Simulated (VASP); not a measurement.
Data:

```yaml
crystal:
  lattice:
    - [0.00000, 2.38110, 2.38110]
    - [2.38110, 0.00000, 2.38110]
    - [2.38110, 2.38110, 0.00000]
  atoms:
    - { symbol: Na, position: [0.00000, 0.00000, 0.00000] }
    - { symbol: H, position: [0.50000, 0.50000, 0.50000] }
```

All values below come from r2SCAN+rVV10, VASP's PBE PAW potentials (set 64) (plane waves; VASP 6.6.1). Settings: 520 eV cut-off, 11×11×11 Γ-centred mesh, tetrahedra with Blöchl corrections, potentials Na_pv H.

Problem. Give the energies of bands 4 to 6 at the high-symmetry points, in eV from the valence-band maximum.

Solution. 
| band | Γ | X | U | L | W |
|---|---|---|---|---|---|
| 4 | -3.70 | -0.18 | -0.11 | -0.86 | 0.00 |
| 5 | 11.83 | 5.24 | 5.96 | 4.40 | 6.69 |
| 6 | 16.64 | 10.81 | 7.12 | 11.96 | 6.69 |

The gap is indirect, 4.40 eV, from the valence maximum at W to the conduction minimum at L.

The compound is NaH in the rock salt structure. It was relaxed first, which changed the volume by -7 %.
